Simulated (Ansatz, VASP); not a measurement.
# InH in two plane-wave programs

Aim: how closely do two programs agree when they are given the same cell, functional and k mesh? The cell is generated by rule, not measured, and may not be a known phase. The cell is taken from a series of runs on this material, whose earlier steps may have relaxed, scaled, displaced or heated it; both programs get it as it stands.

Calculated with Ansatz 0.2.0; plane waves, with VASP 6.6.1 beside it; single point at PBE.

The structure was built from a prototype and need not be the compound's stable phase.

## (1) Starting point

It takes space group P4/nmm (No. 129, tetragonal). The conventional cell has a = 3.555 Å, b = 3.555 Å, c = 5.027 Å, α = 90.00°, β = 90.00°, γ = 90.00°. Nearest to In lie 5 H at 2.47 to 2.51 Å. H has 5 In at 2.47 to 2.51 Å nearest. Farther neighbours are not listed.

Coordinates:

```
In H
1.0
     0.00000   -2.51356   -2.51356
     0.00000    2.51356   -2.51356
     5.02713    0.00000    0.00000
In H
2 2
Direct
  0.50000 0.50000 0.50000
  0.00000 0.00000 0.00000
  0.50000 0.50000 0.00796
  0.00000 0.00000 0.49204
```

## (2) VASP: single point, PBE, pair 1

With cell and atoms fixed, the geometry can't cause a difference; cores, projectors, grids and the points listed under the comparison can.

Lines of VASP's logs that name or quote its potential files are left out, and so is its time.

File INCAR:

```
SYSTEM = InH
PREC = Accurate
ENCUT = 500
EDIFF = 1E-06
NELM = 120
ISMEAR = 1
SIGMA = 0.2
LREAL = .FALSE.
ALGO = Normal
GGA = PE
NBANDS = 20
LORBIT = 11
LWAVE = .FALSE.
LCHARG = .FALSE.
ISIF = 2
LASPH = .TRUE.
GGA_COMPAT = .FALSE.
KPAR = 2
```

File POSCAR:

```
InH
1.0
    0.0000000000     -2.5135637442     -2.5135637442
    0.0000000000      2.5135637442     -2.5135637442
    5.0271274884      0.0000000000      0.0000000000
In H
2 2
Direct
    0.5000000000      0.5000000000      0.5000012482
    0.0000000000      0.0000000000      0.9999987518
    0.5000000000      0.5000000000      0.0079568302
    0.0000000000      0.0000000000      0.4920431698
```

File KPOINTS:

```
Automatic mesh
0
Gamma
12 12 8
0 0 0
```

PAW data sets: In_d and H (PBE family, release 64).

The run is started by

```
$ mpirun -np 2 vasp_std
```

Numbers of over 12 decimals in the logs are rounded to 6 here.

What it wrote:

```text
[banner, memory and clock lines left out]
running    2 mpi-ranks, on    1 nodes
 distrk:  each k-point on    1 cores,    2 groups
 distr:  one band on    1 cores,    1 groups

 POSCAR found type information on POSCAR InH
 POSCAR found :  2 types and       4 ions
 LDA part: xc-table for (Slater+PW92), standard interpolation
 POSCAR, INCAR and KPOINTS ok, starting setup
 FFT: planning ... GRIDC
 FFT: planning ... GRID_SOFT
 FFT: planning ... GRID
 WAVECAR not read
 entering main loop
       N       E                     dE             d eps       ncg     rms          rms(c)
DAV:   1     0.215690438036E+03    0.21569E+03   -0.13324E+04  5604   0.175E+03
DAV:   2     0.647744356042E+01   -0.20921E+03   -0.20518E+03  5660   0.384E+02
DAV:   3    -0.983695620929E+01   -0.16314E+02   -0.16057E+02  6708   0.123E+02
DAV:   4    -0.103728972632E+02   -0.53594E+00   -0.53514E+00  6396   0.236E+01
DAV:   5    -0.104067683732E+02   -0.33871E-01   -0.33869E-01  7988   0.489E+00    0.412E+00
DAV:   6    -0.998105955783E+01    0.42571E+00   -0.58601E-01  7272   0.733E+00    0.183E+00
DAV:   7    -0.993544676029E+01    0.45613E-01   -0.30017E-01  6976   0.292E+00    0.679E-01
DAV:   8    -0.993670272006E+01   -0.12560E-02   -0.19947E-02  6104   0.154E+00    0.163E-01
DAV:   9    -0.993674110913E+01   -0.38389E-04   -0.82236E-04  8504   0.272E-01    0.958E-02
DAV:  10    -0.993678012892E+01   -0.39020E-04   -0.26175E-04  7224   0.174E-01    0.391E-02
DAV:  11    -0.993679163648E+01   -0.11508E-04   -0.24410E-05  6100   0.492E-02    0.662E-03
DAV:  12    -0.993678978111E+01    0.18554E-05   -0.24870E-06  3944   0.940E-03    0.207E-03
DAV:  13    -0.993678965176E+01    0.12936E-06   -0.49980E-07  2912   0.571E-03
   1 F= -.99367897E+01 E0= -.99366081E+01  d E =-.544602E-03
```

Parts of OUTCAR (step 2):

```text
ion  position               nearest neighbor table
   1  0.500  0.500  0.500-   2 3.55   2 3.55   2 3.55   2 3.55   2 3.55   2 3.55   2 3.55   2 3.55

  LATTYP: Found a simple tetragonal cell.
 ALAT       =     3.5547159369
 C/A-ratio  =     1.4142135624

 Subroutine GETGRP returns: Found 16 space group operations
 (whereof  8 operations were pure point group operations)

The static configuration has the point symmetry C_4v.
 The point group associated with its full space group is D_4h.

 Found    140 irreducible k-points:

   k-points           NKPTS =    140   k-points in BZ     NKDIM =    140   number of bands    NBANDS=     20

   dimension x,y,z NGX =    28 NGY =   28 NGZ =   40
   dimension x,y,z NGXF=    56 NGYF=   56 NGZF=   80

   ENCUT  =  500.0 eV  36.75 Ry    6.06 a.u.   6.48  6.48  9.17*2*pi/ulx,y,z

   NELECT =      28.0000    total number of electrons

 k-points in reciprocal lattice and weights: Automatic mesh
   0.00000000  0.00000000  0.00000000       0.001
   0.08333333  0.00000000  0.00000000       0.003
   0.16666667  0.00000000  0.00000000       0.003
   0.25000000  0.00000000  0.00000000       0.003
   0.33333333  0.00000000  0.00000000       0.003
   0.41666667  0.00000000  0.00000000       0.003
   0.50000000  0.00000000  0.00000000       0.002
   0.08333333  0.08333333  0.00000000       0.003
   0.16666667  0.08333333  0.00000000       0.007
[...]
0.50000000  0.41666667  0.50000000       0.003
   0.50000000  0.50000000  0.50000000       0.001

 average (electrostatic) potential at core
       1 -95.1448       2 -95.1448       3 -30.7366       4 -30.7366

 E-fermi :   6.0666

 k-point     1 :       0.0000    0.0000    0.0000
  band No.  band energies     occupation
    ...
      9      -8.1836      2.00000
     10      -8.1836      2.00000
     11      -3.6516      2.00000
     12       1.7676      2.00000
     13       3.9706      2.00000
     14       6.5510     -0.00326
     15       9.0731     -0.00000
     16       9.0731     -0.00000
     17       9.5808     -0.00000
     18      12.7682      0.00000
    ...

 k-point     2 :       0.0833    0.0000    0.0000
  band No.  band energies     occupation
    ...
     10      -8.1870      2.00000
     11      -3.5661      2.00000
     12       1.8319      2.00000
     13       4.0716      2.00000
     14       5.9483      1.83231
     15       9.1752     -0.00000
     16       9.2520     -0.00000
     17       9.3057     -0.00000
     18      13.3721      0.00000
     19      13.7331      0.00000
    ...

 k-point     3 :       0.1667    0.0000    0.0000
  band No.  band energies     occupation
    ...
     10      -8.1970      2.00000
     11      -3.3088      2.00000
     12       2.0168      2.00000
     13       4.3720      2.00000
     14       4.7128      2.00000
     15       8.5682     -0.00000
     16       9.4787     -0.00000
     17       9.5356     -0.00000
     18      12.5470      0.00000
     19      13.5050      0.00000
    ...

  Total       -0.0346484     -0.0925344     -0.0925344      0.0000000      0.0000000      0.0000000
  in kB       -0.8739045     -2.3339105     -2.3339105      0.0000000      0.0000000      0.0000000
  external PRESSURE =      -1.8472418 kB  Pullay stress =       0.0000000 kB

  energy-cutoff  :      500.00
  volume of cell :       63.52
      direct lattice vectors                 reciprocal lattice vectors
     0.000000000 -2.513563744 -2.513563744     0.000000000 -0.198920756 -0.198920756
     0.000000000  2.513563744 -2.513563744     0.000000000  0.198920756 -0.198920756
     5.027127488  0.000000000  0.000000000     0.198920756  0.000000000  0.000000000

 POSITION                                       TOTAL-FORCE (eV/Angst)
 -----------------------------------------------------------------------------------
      2.51357      0.00000     -2.51356         0.000572      0.000000      0.000000
      5.02712      0.00000      0.00000        -0.000572      0.000000      0.000000
      0.04000      0.00000     -2.51356         0.124196      0.000000      0.000000
      2.47356      0.00000      0.00000        -0.124196     -0.000000     -0.000000
 -----------------------------------------------------------------------------------
    total drift:                                0.000000      0.000000     -0.000000

  FREE ENERGIE OF THE ION-ELECTRON SYSTEM (eV)
  ---------------------------------------------------
  free  energy   TOTEN  =        -9.9367896518 eV

  energy  without entropy=       -9.9362450497  energy(sigma->0) =       -9.93660812

 total charge
# of ion       s       p       d       tot
------------------------------------------
    1        1.046   0.370   9.863  11.279
    2        1.046   0.370   9.863  11.279
    3        0.439   0.008   0.000   0.448
    4        0.439   0.008   0.000   0.448
--------------------------------------------------
tot          2.970   0.757  19.727  23.454

[... 3 further parts left out ...]
```

The run ends at a pressure of -0.18 GPa, with forces up to 0.12 eV/Å.

## (3) Ansatz: single point, PBE, pair 1

Ansatz runs on its default PAW (the set named soft_2) files.

The same cell, functional, mesh and smearing now go to Ansatz, which takes its cutoff from its data sets.

File input.yaml:

```yaml
crystal:
  lattice:
    - [0.0, -2.5135637442, -2.5135637442]
    - [0.0, 2.5135637442, -2.5135637442]
    - [5.0271274884, 0.0, 0.0]
  atoms:
    - { symbol: In, position: [0.5, 0.5, 0.5000012482] }
    - { symbol: In, position: [0.0, 0.0, -1.2482e-06] }
    - { symbol: H, position: [0.5, 0.5, 0.0079568302] }
    - { symbol: H, position: [0.0, 0.0, 0.4920431698] }
kpoints:
  mp_grid: { grid: [12, 12, 8] }
hamiltonian:
  xc: pbe
scf:
  occupations: { method: methfessel_paxton, width: 0.2 }
output:
  forces: true
  stress: true
  eigenvalues: true
```

The run is started by

```
$ ansatz run input.yaml --threads 4 --pin off --max-ram 7168MiB --backend cpu --events-out ev --progress --plain --runs-dir out
```

What it wrote:

```text
Engine: ansatz 0.2.0, aarch64-unknown-linux-gnu
Pseudopotentials: kind: paw
Pseudopotential: In, paw, valence charge 13, recommended cutoff 420 eV (normal), In.paw.azcp
Pseudopotential: H, paw, valence charge 1, recommended cutoff 420 eV (normal), H.paw.azcp
Functional definition: PBE
  parameter kappa = 0.804
  parameter beta = 0.066725
  exchange = pbe_x(kappa = kappa, mu = beta*pi^2/3)
  correlation = pbe_c(beta = beta)
Crystal: 4 atoms, lattice volume = 63.523 Å³
Basis set: ecut = 420 eV, 1245 PW (Γ), exchange–correlation on 48×48×72 points (8 copies of the dense FFT grid, shifted against one another)
Bands: 18, of which v1, the nominal top of the filled ones, is band 14 counted from 1 (13 counted from 0)
Symmetry: 16 space group operations
Space group: P4/nmm (ITA 129), of the structure as read, at distance tolerance 4.0e-5 Å
k-points: 140 of 1152
Non-local potential: In, projectors of the file, l = 0: 2, l = 1: 2, l = 2: 2, l = 3: 2
Non-local potential: H, projectors of the file, l = 0: 2, l = 1: 1
PAW form: soft (Blöchl's): semilocal exchange-correlation on the pseudo side does not see the compensation charge
PAW one-centre angular grid: In, 590 points (default); XC on 64 Gauss nodes
PAW one-centre angular grid: H, 110 points (default); XC on 64 Gauss nodes
Initial density: superposition of atomic densities (neutral atoms: chi_scale 0, normalization atom), corrected by the library's trained network
Initial wavefunctions: pseudopotential atomic-orbital guess
Functional: x = pbe(κ = 0.804, μ = 0.219515), c = pbe(β = 0.066725)
SCF iter   1: F=—  HF=-11225.487798 eV  |F-HF|=—  |Δ(HF+E_count)|=         —  Δρ=5.00e-3  dr2=1.75e-2  ethr=1.77e-3  ⟨swp⟩=6.1  Hψ=26189  notcnv=0
automatic band count: the SCF goes on with 22 bands, as 18 were too few: the levels above may hold too much charge
preconditioner: auto → Kerker (q_TF=auto, 2.380 Å⁻¹)  [metal: Δε(μ)=0.025 eV  Ē_g=17.213 eV  σ=0.200 eV  W_gap=0.11  n_scr=14 (ndim 8)  ℏωp=24.7 eV  f_vac=0.000  D(μ)=1.20/eV (n_scr^D=6)]
SCF iter   2: F=—  HF=-11225.482530 eV  |F-HF|=—  |Δ(HF+E_count)|=   5.27e-3  S|Δr|=    0.00e0  Δρ=2.46e-3  dr2=4.88e-3  ethr=6.25e-5  ⟨swp⟩=1.1  Hψ=4221  notcnv=0
SCF iter   3: F=—  HF=-11225.481251 eV  |F-HF|=—  |Δ(HF+E_count)|=   1.28e-3  S|Δr|=    0.00e0  Δρ=5.87e-4  dr2=1.47e-4  ethr=1.74e-5  ⟨swp⟩=1.9  Hψ=3133  notcnv=0
SCF iter   4: F=—  HF=-11225.481265 eV  |F-HF|=—  |Δ(HF+E_count)|=   1.43e-5  S|Δr|=    0.00e0  Δρ=2.38e-4  dr2=2.92e-5  ethr=5.24e-7  ⟨swp⟩=2.4  Hψ=4848  notcnv=0
SCF iter   5: F=—  HF=-11225.481275 eV  |F-HF|=—  |Δ(HF+E_count)|=   9.95e-6  S|Δr|=    0.00e0  Δρ=8.87e-5  dr2=3.11e-6  ethr=1.04e-7  ⟨swp⟩=2.0  Hψ=3412  notcnv=0
SCF iter   6: F=-11225.481274 eV  HF=-11225.481274 eV  |F-HF|=1.88e-8  |Δ(HF+E_count)|=   1.06e-6  S|Δr|=    0.00e0  Δρ=7.39e-6  dr2=2.98e-8  ethr=3.57e-10  ⟨swp⟩=7.1  Hψ=15925  notcnv=0
SCF 1 converged in 6 iterations: F = -11225.481274 eV  dr2 = 2.98e-8
  greatest PAW one-centre occupation: 0.983 electrons in one spin orbital (limit 2), on the In atom at site 1 (counted from 0), in its partial waves of l = 2
SCF converged after 6 iterations
Stability not checked: this state was not tested for a lower state beside it, because cold or Methfessel-Paxton smearing, or corrected tetrahedra, fill the levels in a way that the test cannot read (fill_not_monotonic; see scf.lower_state_search)
Free energy (F): -11225.481274 eV
Harris-Foulkes:  -11225.481274 eV  (|F-HF|=1.88e-8)
Internal energy: -11225.480731 eV  (E = F + TS)
E sigma→0 (E₀):  -11225.481138 eV
Entropy (-TS):   -0.000543 eV (-0.136 meV/atom)
Fermi energy:    8.403287 eV
--- Per-component energies (eV) ---
  E_band       = -84.859519
  E_kinetic    = 505.273345
  E_local      = -2291.968746  (includes V_loc(G=0)·N_el)
  E_nonlocal   = 734.994023
  E_hartree    = 892.419975
  E_xc         = -448.814087
  E_vxc        = -221.524013  (∫ρ·V_xc dr)
  E_paw        = -8303.691783  (= ΣΔE_a)
  E_vpaw       = -596.472548  (= ΣTr[D̂ρ^β])
  E_aug_tail   = -0.001906  (compensation charges beyond the density's cutoff)
  E_ewald      = -2313.691553
  E_smearing   = -0.000543  (= −TS)
  E_closure    = -0.000000  (closes the sum)
  Σ components = -11225.481274   (vs F -11225.481274, Δ=0.00e0)
--- Forces (eV/Å), atoms counted from 1 ---
  atom   1  In    -0.00005025     0.00000000     0.00000000
  atom   2  In     0.00005025     0.00000000     0.00000000
  atom   3  H      0.12483431    -0.00000000     0.00000000
  atom   4  H     -0.12483431     0.00000000     0.00000000
  max |Σ_I F_I| component: 2.78e-17 eV/Å
--- Stress (GPa, compression-positive) ---
       -0.005670       0.000000       0.000000
        0.000000      -0.152639       0.000000
        0.000000      -0.000000      -0.152639
  P = ⅓ Tr σ = -0.1036 GPa (-1.036 kbar)
--- Band table (eV; the first three rows and the last of 140) ---
  k-point 0: bands = [... 10 lower, -1.3151, 4.1039, 6.3073, 8.8875, 11.4105, 11.4105, 11.9169, 15.1033, ... 4 higher]
  k-point 1: bands = [... 10 lower, -1.2190, 3.3618, 7.1767, 9.0070, 11.5248, 11.5248, 11.6291, 15.1740, ... 4 higher]
  k-point 2: bands = [... 10 lower, -0.9286, 2.2035, 8.4591, 9.6200, 10.9975, 11.8641, 11.8641, 15.0983, ... 4 higher]
  k-point 139: bands = [... 10 lower, 4.9450, 4.9450, 6.0547, 6.0547, 8.0292, 8.0292, 8.0683, 8.0683, ... 4 higher]
```

Reading the cycles: dr2 is the Hartree energy of the density residual (eV), the measure of convergence; HF is the Harris–Foulkes estimate of the energy, which meets the free energy F at convergence.

The run ends at a pressure of -0.10 GPa, with forces up to 0.12 eV/Å.

## (4) Differences

Known differences besides the potentials themselves: the cutoff is 420 eV in Ansatz and 500 eV in VASP. Total energies have different zeros and are not compared.

Compared:

| quantity | Ansatz | VASP | difference |
| --- | --- | --- | --- |
| pressure (GPa) | -0.10 | -0.18 | +0.08 |

Forces (eV/Å; atoms numbered as in POSCAR):

| atom | Ansatz x, y, z | VASP x, y, z |
| --- | --- | --- |
| In1 | 0.000, 0.000, 0.000 | 0.001, 0.000, 0.000 |
| In2 | 0.000, 0.000, 0.000 | -0.001, 0.000, 0.000 |
| H3 | 0.125, 0.000, 0.000 | 0.124, 0.000, 0.000 |
| H4 | -0.125, 0.000, 0.000 | -0.124, 0.000, 0.000 |

The forces differ by 0.4 meV/Å r.m.s., which is 0.7 % of the r.m.s. force of 0.051 eV/Å (both taken over all components).

## (5) VASP: single point, PBE, pair 2

With cell and atoms fixed, the geometry can't cause a difference; cores, projectors, grids and the points listed under the comparison can.

INCAR is that of step 2.

File POSCAR:

```
InH
1.0
    0.0000000000     -2.5135637442     -2.5135637442
    0.0000000000      2.5135637442     -2.5135637442
    5.0271274884      0.0000000000      0.0000000000
In H
2 2
Direct
    0.5000000000      0.5000000000      0.5000024963
    0.0000000000      0.0000000000      0.9999975037
    0.5000000000      0.5000000000      0.0159136605
    0.0000000000      0.0000000000      0.4840863395
```

KPOINTS is that of step 2.

The run is started by

```
$ mpirun -np 2 vasp_std
```

What it wrote:

```text
[... set-up lines as in an earlier step ...]
 entering main loop
       N       E                     dE             d eps       ncg     rms          rms(c)
DAV:   1     0.215665671624E+03    0.21567E+03   -0.13324E+04  5604   0.175E+03
DAV:   2     0.644881987945E+01   -0.20922E+03   -0.20519E+03  5656   0.384E+02
DAV:   3    -0.985692466646E+01   -0.16306E+02   -0.16045E+02  6724   0.123E+02
DAV:   4    -0.103926491283E+02   -0.53572E+00   -0.53500E+00  6400   0.236E+01
[...]
DAV:  11    -0.995167336750E+01   -0.11138E-04   -0.24377E-05  6032   0.487E-02    0.630E-03
DAV:  12    -0.995167177302E+01    0.15945E-05   -0.22292E-06  3592   0.832E-03    0.204E-03
DAV:  13    -0.995167161678E+01    0.15624E-06   -0.47043E-07  2932   0.463E-03
   1 F= -.99516716E+01 E0= -.99514257E+01  d E =-.737798E-03
```

From OUTCAR (step 5):

```text
  Total        0.0977805     -0.1584922     -0.1584922     -0.0000000      0.0000000      0.0000000
  in kB        2.4662286     -3.9975015     -3.9975015     -0.0000000      0.0000000      0.0000000
  external PRESSURE =      -1.8429248 kB  Pullay stress =       0.0000000 kB

 POSITION                                       TOTAL-FORCE (eV/Angst)
 -----------------------------------------------------------------------------------
      2.51358      0.00000     -2.51356        -0.001465     -0.000000     -0.000000
      5.02711      0.00000      0.00000         0.001465      0.000000      0.000000
      0.08000      0.00000     -2.51356         0.246004      0.000000      0.000000
      2.43356      0.00000      0.00000        -0.246004      0.000000      0.000000
 -----------------------------------------------------------------------------------
    total drift:                                0.000000      0.000000     -0.000000

  FREE ENERGIE OF THE ION-ELECTRON SYSTEM (eV)
  ---------------------------------------------------
  free  energy   TOTEN  =        -9.9516716168 eV

  energy  without entropy=       -9.9509338189  energy(sigma->0) =       -9.95142568

[... 2 parts as in an earlier step ...]

[... 1 further part left out ...]
[key lines of the parts left out:]
E-fermi :   6.0542
```

The run ends at a pressure of -0.18 GPa, with forces up to 0.25 eV/Å.

## (6) Ansatz: single point, PBE, pair 2

The same cell, functional, mesh and smearing now go to Ansatz, which takes its cutoff from its data sets.

The cell is taken from a series of runs on this material, whose earlier steps may have relaxed, scaled, displaced or heated it; both programs get it as it stands.

input.yaml, the sections that differ from step 3:

```yaml
crystal:
  lattice:
    - [0.0, -2.5135637442, -2.5135637442]
    - [0.0, 2.5135637442, -2.5135637442]
    - [5.0271274884, 0.0, 0.0]
  atoms:
    - { symbol: In, position: [0.5, 0.5, 0.5000024963] }
    - { symbol: In, position: [0.0, 0.0, -2.4963e-06] }
    - { symbol: H, position: [0.5, 0.5, 0.0159136605] }
    - { symbol: H, position: [0.0, 0.0, 0.4840863395] }
# kpoints, hamiltonian, scf, output: as in step 3
```

The run is started by

```
$ ansatz run input.yaml --threads 4 --pin off --max-ram 7168MiB --backend cpu --events-out ev --progress --plain --runs-dir out
```

What it wrote:

```text
[...]
Crystal: 4 atoms, lattice volume = 63.523 Å³
Basis set: ecut = 420 eV, 1245 PW (Γ), exchange–correlation on 48×48×72 points (8 copies of the dense FFT grid, shifted against one another)
Bands: 18, of which v1, the nominal top of the filled ones, is band 14 counted from 1 (13 counted from 0)
Symmetry: 16 space group operations
[...]
k-points: 140 of 1152
[...]
k-point 0: bands = [... 10 lower, -1.3180, 4.1173, 6.2875, 8.8675, 11.4099, 11.4099, 11.9651, 15.1022, ... 4 higher]
  k-point 1: bands = [... 10 lower, -1.2222, 3.3701, 7.1589, 8.9870, 11.5242, 11.5242, 11.6793, 15.1729, ... 4 higher]
  k-point 2: bands = [... 10 lower, -0.9330, 2.2105, 8.4236, 9.6046, 11.0612, 11.8634, 11.8634, 15.1001, ... 4 higher]
  k-point 139: bands = [... 10 lower, 4.9206, 4.9206, 6.0790, 6.0790, 8.0103, 8.0103, 8.0870, 8.0870, ... 4 higher]
[key lines of the parts left out:]
SCF converged after 6 iterations
Free energy (F): -11225.496233 eV
Fermi energy:    8.390754 eV
P = ⅓ Tr σ = -0.1081 GPa (-1.081 kbar)
```

The run ends at a pressure of -0.11 GPa, with forces up to 0.25 eV/Å.

(Part 1 of 2 ends here.)

[Lines on the potential files, build, host, timing and source positions are cut from VASP's logs without a mark.]

[Logs are printed without paths, hosts, clocks, repeated set-up lines and the standing remarks that a program may print on its own settings, such as how far it seeks lower states.]

[Hosts, paths, dates, database ids (printed as entryN), source tags and the programs' standing remarks are cut or masked in the printed files.]
